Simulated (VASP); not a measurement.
# SiC (Moissanite): what each functional gives for the gap, part 2 of 2

Aim: the gap of SiC (Moissanite) on one structure at many levels of theory. The starting structure is a measured crystal structure from the Crystallography Open Database. Cell and atoms stay as given. Meshes and data sets differ where the inputs say so.

VASP 6.6.1.

Results so far: LDA 2.198 eV; PBE 2.322 eV; r2SCAN 2.700 eV.

### 5. Bands with TB-mBJ

Level of this step: TB-mBJ; plane waves and PAW (Si, C) (VASP).

TB-mBJ is a local potential fitted to gaps: it costs far less than a hybrid but gives no energy. Its energies, forces and stress mean nothing.

Input file INCAR:

```
SYSTEM = SiC
PREC = Accurate
ENCUT = 460
EDIFF = 1E-06
NELM = 150
ISMEAR = 0
SIGMA = 0.03
LREAL = .FALSE.
ALGO = Normal
METAGGA = MBJ
LASPH = .TRUE.
NBANDS = 22
LORBIT = 11
LWAVE = .FALSE.
LCHARG = .FALSE.
KPAR = 8
```

Input file POSCAR:

```
SiC
1.0
    3.0760000000      0.0000000000      0.0000000000
   -1.5380000000      2.6638941420      0.0000000000
    0.0000000000      0.0000000000      5.0480000000
Si C
2 2
Direct
    0.6666666667      0.3333333333      0.5000000000
    0.3333333333      0.6666666667      0.0000000000
    0.6666666667      0.3333333333      0.8850000000
    0.3333333333      0.6666666667      0.3850000000
```

Input file KPOINTS:

```
Automatic mesh
0
Gamma
8 8 4
0 0 0
```

Input file KPOINTS_OPT:

```
Line mode
10
Line-mode
Reciprocal
  0.00000000   0.00000000   0.00000000 GAMMA
  0.50000000   0.00000000   0.00000000 M

  0.50000000   0.00000000   0.00000000 M
  0.33333333   0.33333333   0.00000000 K

  0.33333333   0.33333333   0.00000000 K
  0.00000000   0.00000000   0.00000000 GAMMA

  0.00000000   0.00000000   0.00000000 GAMMA
  0.00000000   0.00000000   0.50000000 A

  0.00000000   0.00000000   0.50000000 A
  0.50000000   0.00000000   0.50000000 L

  0.50000000   0.00000000   0.50000000 L
  0.33333333   0.33333333   0.50000000 H

  0.33333333   0.33333333   0.50000000 H
  0.00000000   0.00000000   0.50000000 A

  0.50000000   0.00000000   0.50000000 L
  0.50000000   0.00000000   0.00000000 M

  0.33333333   0.33333333   0.00000000 K
  0.33333333   0.33333333   0.50000000 H
```

Potentials, in the order of the species: Si and C (PBE family, release 64).

Run with:

```bash
$ mpirun -np 8 vasp_std
```

Numbers of over 12 decimals in the logs are rounded to 6 here.

Output:

```text
[banner, memory and clock lines left out]
running    8 mpi-ranks, on    1 nodes
[...]
[... a notice as in an earlier step ...]

 [... a notice as in an earlier step ...]

 LDA part: xc-table for (None), standard interpolation
 POSCAR, INCAR and KPOINTS ok, starting setup
[...]
entering main loop
       N       E                     dE             d eps       ncg     rms          rms(c)
DAV:   1     0.899503228956E+02    0.89950E+02   -0.62536E+03  1320   0.591E+02
DAV:   2     0.392549726920E+02   -0.50695E+02   -0.47892E+02  1640   0.130E+02
DAV:   3     0.374568273841E+02   -0.17981E+01   -0.17844E+01  1638   0.204E+01
DAV:   4     0.374494476345E+02   -0.73797E-02   -0.73789E-02  1482   0.158E+00
[...]
DAV:  33     0.461469419915E+02    0.78674E-05   -0.12093E-11   660   0.173E-05    0.327E-06
DAV:  34     0.461469430820E+02    0.10906E-05   -0.45107E-12   660   0.166E-05    0.383E-06
DAV:  35     0.461469429983E+02   -0.83790E-07   -0.20823E-12   660   0.632E-06
   1 F= 0.46146943E+02 E0= 0.46146943E+02  d E =-.311477E-15
 Start KPOINTS_OPT (optional k-point list driver)
k-point batch [1-30\90]
       N       E                     dE             ncg
DAV:   1     0.245158723477E+04   -0.10111E+05     1320
DAV:   2     0.101102743009E+04   -0.14406E+04     1690
DAV:   3     0.961631937948E+03   -0.49395E+02     1646
DAV:   4     0.961433038019E+03   -0.19890E+00     1512
DAV:   5     0.961432263775E+03   -0.77424E-03     1638
DAV:   6     0.961432259694E+03   -0.40814E-05     1376
DAV:   7     0.961432259596E+03   -0.97911E-07     1392
[...]
k-point batch [61-90\90]
       N       E                     dE             ncg
DAV:   1     0.233057806438E+04   -0.14721E+05     1320
DAV:   2     0.904837261423E+03   -0.14257E+04     1702
DAV:   3     0.859329355899E+03   -0.45508E+02     1644
DAV:   4     0.859155802951E+03   -0.17355E+00     1558
DAV:   5     0.859155229682E+03   -0.57327E-03     1658
DAV:   6     0.859155227100E+03   -0.25815E-05     1396
DAV:   7     0.859155227005E+03   -0.95583E-07     1362
```

Wall time 68 s (8 MPI ranks of AMD EPYC 7R43, shared host); peak memory 1.3 GiB; 8.8 min of CPU time.

OUTCAR, selected parts (step 5):

```text
  Total       21.5607265     21.5607265     22.2397280     -0.0000000      0.0000000      0.0000000
  in kB      835.1247082    835.1247082    861.4248848     -0.0000000      0.0000000      0.0000000
  external PRESSURE =     843.8914337 kB  Pullay stress =       0.0000000 kB

 POSITION                                       TOTAL-FORCE (eV/Angst)
 -----------------------------------------------------------------------------------
      1.53800      0.88796      2.52400        -0.000000     -0.000000      0.438433
     -0.00000      1.77593      0.00000         0.000000      0.000000      0.438433
      1.53800      0.88796      4.46748        -0.000000      0.000000     -0.438433
     -0.00000      1.77593      1.94348        -0.000000      0.000000     -0.438433
 -----------------------------------------------------------------------------------
    total drift:                                0.000000      0.000000     -0.711892

  FREE ENERGIE OF THE ION-ELECTRON SYSTEM (eV)
  ---------------------------------------------------
  free  energy   TOTEN  =        46.1469429983 eV

  energy  without entropy=       46.1469429983  energy(sigma->0) =       46.14694300

[... 2 parts as in an earlier step ...]

[... 1 further part left out ...]
[key lines of the parts left out:]
E-fermi :   8.3791
```

TB-mBJ gives a least gap of 3.338 eV, and a least direct gap of 5.067 eV. The least gap is +1.140 eV from that of LDA.

### 6. Bands with HSE06

HSE06 mixes in a quarter of exact exchange at short range, at far higher cost; in semiconductors this cures much of the gap error, while metals seldom gain. This run uses a 5×5×3 mesh. Its starting orbitals come from a semilocal run on the same mesh, not shown.

Input file INCAR:

```
SYSTEM = SiC
PREC = Accurate
ENCUT = 460
EDIFF = 1E-06
NELM = 100
ISMEAR = 0
SIGMA = 0.03
LREAL = .FALSE.
ALGO = Normal
LHFCALC = .TRUE.
AEXX = 0.25
GGA = PE
HFSCREEN = 0.2
LASPH = .TRUE.
NBANDS = 14
PRECFOCK = Fast
LORBIT = 11
LWAVE = .FALSE.
LCHARG = .FALSE.
KPAR = 8
```

POSCAR is that of step 5.

Input file KPOINTS:

```
Automatic mesh
0
Gamma
5 5 3
0 0 0
```

KPOINTS_OPT is that of step 5.

Run with:

```bash
$ mpirun -np 8 vasp_std
```

Output:

```text
[banner, memory and clock lines left out]
running    8 mpi-ranks, on    1 nodes
[...]
[... a notice as in an earlier step ...]

 LDA part: xc-table for (Slater+PW92), standard interpolation
 found WAVECAR, reading the header
 POSCAR, INCAR and KPOINTS ok, starting setup
[...]
reading WAVECAR
 the WAVECAR file was read successfully
 initial charge from wavefunction
 entering main loop
       N       E                     dE             d eps       ncg     rms          rms(c)
DAV:   1    -0.348449055670E+02   -0.34845E+02   -0.12670E+00   280   0.931E+00    0.486E+00
DAV:   2    -0.348517359292E+02   -0.68304E-02   -0.38800E-02   346   0.143E+00    0.360E+00
DAV:   3    -0.348481099497E+02    0.36260E-02   -0.25613E-03   334   0.327E-01    0.209E+00
DAV:   4    -0.348472298515E+02    0.88010E-03   -0.77464E-04   334   0.164E-01    0.118E+00
[...]
DAV:   8    -0.348467883943E+02    0.10563E-04   -0.33854E-06   328   0.158E-02    0.120E-01
DAV:   9    -0.348467851834E+02    0.32109E-05   -0.10253E-06   170   0.881E-03    0.683E-02
DAV:  10    -0.348467843733E+02    0.81007E-06   -0.47466E-07   158   0.627E-03
   1 F= -.34846784E+02 E0= -.34846784E+02  d E =-.357952E-19
 Start KPOINTS_OPT (optional k-point list driver)
k-point batch [1-10\90]
       N       E                     dE             ncg
DAV:   1     0.903722414532E+03   -0.22544E+04      280
DAV:   2     0.294772076553E+03   -0.60895E+03      384
DAV:   3     0.229081812050E+03   -0.65690E+02      370
DAV:   4     0.228088298259E+03   -0.99351E+00      352
DAV:   5     0.228069972098E+03   -0.18326E-01      364
DAV:   6     0.228069660854E+03   -0.31124E-03      340
DAV:   7     0.228069652705E+03   -0.81491E-05      324
DAV:   8     0.228069652429E+03   -0.27672E-06      260
[...]
k-point batch [81-90\90]
       N       E                     dE             ncg
DAV:   1     0.628840824547E+03   -0.60037E+04      280
DAV:   2     0.101808711667E+03   -0.52703E+03      346
DAV:   3     0.662928961233E+02   -0.35516E+02      370
DAV:   4     0.657631899537E+02   -0.52971E+00      394
DAV:   5     0.657573519789E+02   -0.58380E-02      370
DAV:   6     0.657573024471E+02   -0.49532E-04      340
DAV:   7     0.657573018844E+02   -0.56268E-06      260
```

Wall time 6.4 min (8 MPI ranks); peak memory 1.9 GiB; 51 min of CPU time.

From OUTCAR (step 6):

```text
 POSITION                                       TOTAL-FORCE (eV/Angst)
 -----------------------------------------------------------------------------------
      1.53800      0.88796      2.52400         0.000000     -0.000000      0.760563
     -0.00000      1.77593      0.00000        -0.000000      0.000000      0.760563
      1.53800      0.88796      4.46748        -0.000000      0.000000     -0.760563
     -0.00000      1.77593      1.94348         0.000000     -0.000000     -0.760563
 -----------------------------------------------------------------------------------
    total drift:                                0.000000      0.000000      0.001622

  FREE ENERGIE OF THE ION-ELECTRON SYSTEM (eV)
  ---------------------------------------------------
  free  energy   TOTEN  =       -34.8467843733 eV

  energy  without entropy=      -34.8467843733  energy(sigma->0) =      -34.84678437

[... 1 part as in an earlier step ...]

[... 2 further parts left out ...]
[key lines of the parts left out:]
E-fermi :   8.0198
```

HSE06 gives a least gap of 3.202 eV, and a least direct gap of 5.211 eV. The least gap is +1.004 eV from that of LDA, on another mesh, which alone can move a gap by some hundredths of an eV.

### 7. Bands with PBE0

PBE0 keeps a quarter of exact exchange at all ranges; it tends to overshoot small gaps. This run uses a 5×5×3 mesh. It starts from the orbitals of an earlier run, not shown.

Edit INCAR of step 6 so:

```diff
@@ -12,3 +12,2 @@
 GGA = PE
-HFSCREEN = 0.2
 LASPH = .TRUE.
@@ -16,2 +15,3 @@
 PRECFOCK = Fast
+HFRCUT = -1
 LORBIT = 11
```

POSCAR is that of step 6.

KPOINTS is that of step 6.

KPOINTS_OPT is that of step 6.

Run with:

```bash
$ mpirun -np 8 vasp_std
```

Output:

```text
[banner, memory and clock lines left out]
running    8 mpi-ranks, on    1 nodes
[...]
[... a notice as in an earlier step ...]

 LDA part: xc-table for (Slater+PW92), standard interpolation
 found WAVECAR, reading the header
 POSCAR, INCAR and KPOINTS ok, starting setup
[...]
HFRCUT set to (new)   9.047566
 reading WAVECAR
 the WAVECAR file was read successfully
 initial charge from wavefunction
 entering main loop
       N       E                     dE             d eps       ncg     rms          rms(c)
DAV:   1    -0.368643703032E+02   -0.36864E+02   -0.12460E+00   280   0.929E+00    0.479E+00
DAV:   2    -0.368752912951E+02   -0.10921E-01   -0.40486E-02   346   0.148E+00    0.362E+00
DAV:   3    -0.368715868033E+02    0.37045E-02   -0.25136E-03   340   0.333E-01    0.210E+00
DAV:   4    -0.368706551587E+02    0.93164E-03   -0.93014E-04   334   0.182E-01    0.119E+00
[...]
DAV:   8    -0.368702242517E+02    0.10774E-04   -0.38561E-06   334   0.167E-02    0.120E-01
DAV:   9    -0.368702208724E+02    0.33793E-05   -0.10052E-06   182   0.893E-03    0.688E-02
DAV:  10    -0.368702199365E+02    0.93589E-06   -0.46443E-07   158   0.627E-03
   1 F= -.36870220E+02 E0= -.36870220E+02  d E =-.145565E-16
 Start KPOINTS_OPT (optional k-point list driver)
k-point batch [1-10\90]
       N       E                     dE             ncg
DAV:   1     0.860650912458E+03   -0.22975E+04      280
DAV:   2     0.232941301503E+03   -0.62771E+03      392
DAV:   3     0.165718435472E+03   -0.67223E+02      376
DAV:   4     0.164768829058E+03   -0.94961E+00      352
DAV:   5     0.164752676772E+03   -0.16152E-01      364
DAV:   6     0.164752459863E+03   -0.21691E-03      340
DAV:   7     0.164752455632E+03   -0.42301E-05      316
DAV:   8     0.164752455505E+03   -0.12741E-06      260
[...]
k-point batch [81-90\90]
       N       E                     dE             ncg
DAV:   1     0.571645411960E+03   -0.60609E+04      280
DAV:   2     0.362698887616E+02   -0.53538E+03      340
DAV:   3     0.109438326020E+01   -0.35176E+02      370
DAV:   4     0.580115545787E+00   -0.51427E+00      400
DAV:   5     0.574605024116E+00   -0.55105E-02      358
DAV:   6     0.574560138835E+00   -0.44885E-04      346
DAV:   7     0.574559657207E+00   -0.48163E-06      260
```

It took 8.4 min on 8 MPI ranks; peak memory 1.2 GiB; 67 min of CPU time.

From OUTCAR (step 7):

```text
 POSITION                                       TOTAL-FORCE (eV/Angst)
 -----------------------------------------------------------------------------------
      1.53800      0.88796      2.52400        -0.000000      0.000000      0.762861
     -0.00000      1.77593      0.00000        -0.000000     -0.000000      0.762861
      1.53800      0.88796      4.46748         0.000000     -0.000000     -0.762861
     -0.00000      1.77593      1.94348        -0.000000      0.000000     -0.762861
 -----------------------------------------------------------------------------------
    total drift:                                0.000000      0.000000      0.001596

  FREE ENERGIE OF THE ION-ELECTRON SYSTEM (eV)
  ---------------------------------------------------
  free  energy   TOTEN  =       -36.8702199365 eV

  energy  without entropy=      -36.8702199365  energy(sigma->0) =      -36.87021994

[... 2 parts as in an earlier step ...]

[... 1 further part left out ...]
[key lines of the parts left out:]
E-fermi :   7.6420
```

PBE0 gives a least gap of 3.900 eV, and a least direct gap of 5.950 eV. The least gap is +1.702 eV from that of LDA, on another mesh, which alone can move a gap by some hundredths of an eV.

### 8. Bands with r2SCAN-EpsX

Here the share of exact exchange is set to the inverse of the computed dielectric constant, since screening weakens exchange. This run uses a 5×5×3 mesh. It starts from the orbitals of an earlier run, not shown.

Edit INCAR of step 7 so:

```diff
@@ -10,4 +10,4 @@
 LHFCALC = .TRUE.
-AEXX = 0.25
-GGA = PE
+AEXX = 0.141
+METAGGA = R2SCAN
 LASPH = .TRUE.
```

POSCAR is that of step 7.

KPOINTS is that of step 7.

KPOINTS_OPT is that of step 7.

Run with:

```bash
$ mpirun -np 8 vasp_std
```

Output:

```text
[banner, memory and clock lines left out]
running    8 mpi-ranks, on    1 nodes
[...]
[... a notice as in an earlier step ...]

 [... a notice as in an earlier step ...]

 LDA part: xc-table for (None), standard interpolation
 found WAVECAR, reading the header
 POSCAR, INCAR and KPOINTS ok, starting setup
[...]
HFRCUT set to (new)   9.047566
 reading WAVECAR
 the WAVECAR file was read successfully
 initial charge from wavefunction
 entering main loop
       N       E                     dE             d eps       ncg     rms          rms(c)
DAV:   1    -0.411425413017E+02   -0.41143E+02   -0.18595E+00   280   0.120E+01    0.523E+00
DAV:   2    -0.411518549215E+02   -0.93136E-02   -0.66831E-02   370   0.192E+00    0.417E+00
DAV:   3    -0.411484206591E+02    0.34343E-02   -0.61599E-03   352   0.497E-01    0.247E+00
DAV:   4    -0.411479145037E+02    0.50616E-03   -0.10847E-03   358   0.205E-01    0.142E+00
[...]
DAV:  11    -0.411475835851E+02    0.21505E-05   -0.12718E-07   158   0.335E-03    0.288E-02
DAV:  12    -0.411475824157E+02    0.11693E-05   -0.49039E-08   158   0.207E-03    0.163E-02
DAV:  13    -0.411475817711E+02    0.64466E-06   -0.19859E-08   140   0.133E-03
   1 F= -.41147582E+02 E0= -.41147582E+02  d E =-.795206E-11
 Start KPOINTS_OPT (optional k-point list driver)
k-point batch [1-10\90]
       N       E                     dE             ncg
DAV:   1     0.904364880185E+03   -0.22538E+04      280
DAV:   2     0.280059688242E+03   -0.62431E+03      408
DAV:   3     0.229103717986E+03   -0.50956E+02      376
DAV:   4     0.228449050820E+03   -0.65467E+00      364
DAV:   5     0.228440232299E+03   -0.88185E-02      388
DAV:   6     0.228440102386E+03   -0.12991E-03      364
DAV:   7     0.228440098873E+03   -0.35133E-05      338
DAV:   8     0.228440098749E+03   -0.12362E-06      284
[...]
k-point batch [81-90\90]
       N       E                     dE             ncg
DAV:   1     0.624305487881E+03   -0.60083E+04      280
DAV:   2     0.960028007690E+02   -0.52830E+03      354
DAV:   3     0.667545586037E+02   -0.29248E+02      388
DAV:   4     0.663875355095E+02   -0.36702E+00      394
DAV:   5     0.663845544835E+02   -0.29810E-02      400
DAV:   6     0.663845278647E+02   -0.26619E-04      370
DAV:   7     0.663845275815E+02   -0.28327E-06      278
```

Elapsed: 8.6 min, on 8 MPI ranks; peak memory 1.2 GiB.

OUTCAR, selected parts (step 8):

```text
 POSITION                                       TOTAL-FORCE (eV/Angst)
 -----------------------------------------------------------------------------------
      1.53800      0.88796      2.52400         0.000000     -0.000000      0.764960
     -0.00000      1.77593      0.00000        -0.000000      0.000000      0.764960
      1.53800      0.88796      4.46748        -0.000000      0.000000     -0.764960
     -0.00000      1.77593      1.94348         0.000000     -0.000000     -0.764960
 -----------------------------------------------------------------------------------
    total drift:                                0.000000      0.000000      0.001416

  FREE ENERGIE OF THE ION-ELECTRON SYSTEM (eV)
  ---------------------------------------------------
  free  energy   TOTEN  =       -41.1475817711 eV

  energy  without entropy=      -41.1475817711  energy(sigma->0) =      -41.14758177

[... 2 parts as in an earlier step ...]

[... 1 further part left out ...]
[key lines of the parts left out:]
E-fermi :   7.9485
```

r2SCAN-EpsX gives a least gap of 3.495 eV, and a least direct gap of 5.530 eV. The least gap is +1.297 eV from that of LDA, on another mesh, which alone can move a gap by some hundredths of an eV.

### 9. The runs compared

```csv
level,gap (eV),least direct gap (eV),mesh,core minutes
LDA,2.198,3.975,8×8×4,3.87
PBE,2.322,4.075,8×8×4,3.6
r2SCAN,2.7,4.591,8×8×4,12.1
TB-mBJ,3.338,5.067,8×8×4,9.08
HSE06,3.202,5.211,5×5×3,51.5
PBE0,3.9,5.95,5×5×3,66.8
r2SCAN-EpsX,3.495,5.53,5×5×3,68.8
```

Core minutes are wall time times ranks of the run shown, on a shared host.

### 10. Summary of results

```
gap, LDA         : 2.198 eV
gap, PBE         : 2.322 eV
gap, r2SCAN      : 2.700 eV
gap, TB-mBJ      : 3.338 eV
gap, HSE06       : 3.202 eV
gap, PBE0        : 3.900 eV
gap, r2SCAN-EpsX : 3.495 eV
```

**Reading.** Without spin-orbit coupling the gap of SiC (Moissanite) runs from 2.198 eV (LDA) to 3.900 eV (PBE0). HSE06 gives +0.88 eV from PBE, on another mesh, which alone can move a gap by some hundredths of an eV. TB-mBJ lies +0.14 eV from HSE06, on another mesh, which alone can move a gap by some hundredths of an eV. With LDA the atoms feel forces of up to 0.7 eV/Å on this structure, so their positions aren't those of that level, which can move the gap. These are gaps between Kohn-Sham or generalised Kohn-Sham levels of a static lattice, without excitons or temperature. Further runs on this material are not shown.

[Lines on the potential files, build, host, timing and source positions are cut from VASP's logs without a mark.]

[Logs are printed without paths, hosts, clocks, repeated set-up lines and the standing remarks that a program may print on its own settings, such as how far it seeks lower states.]

[Hosts, paths, dates, database ids (printed as entryN), source tags and the programs' standing remarks are cut or masked in the printed files.]
